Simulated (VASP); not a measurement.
Input:

```xyz
2
Lattice="0.0000 2.7673 2.7673 2.7673 0.0000 2.7673 2.7673 2.7673 0.0000" Properties=species:S:1:pos:R:3 pbc="T T T"
Ba     5.5346     2.7673     2.7673
O      2.7673     2.7673     2.7673
```

These are PBEsol GGA, VASP's PBE PAW potentials (set 64) (plane waves; VASP) values and carry that method's errors. Run with 520 eV cut-off, 9×9×9 Γ-centred mesh, tetrahedra with Blöchl corrections, potentials Ba_sv O.

Question: The job: BaO (relaxed from the rock salt structure, space group Fm-3m), 2 atoms, PBEsol, static run, 520 eV, 9×9×9 Γ-centred mesh. Roughly how much core time does it take on a busy server core?

Answer: About 10 core-seconds (one run on a shared machine, a rough figure). It had 35 irreducible k-points, 12 bands, up to 1157 plane waves and 15 electronic steps.

The structure was generated: BaO was put into the rock salt type (Fm-3m), which need not be its known phase. It was relaxed first, which changed the volume by -24 %.
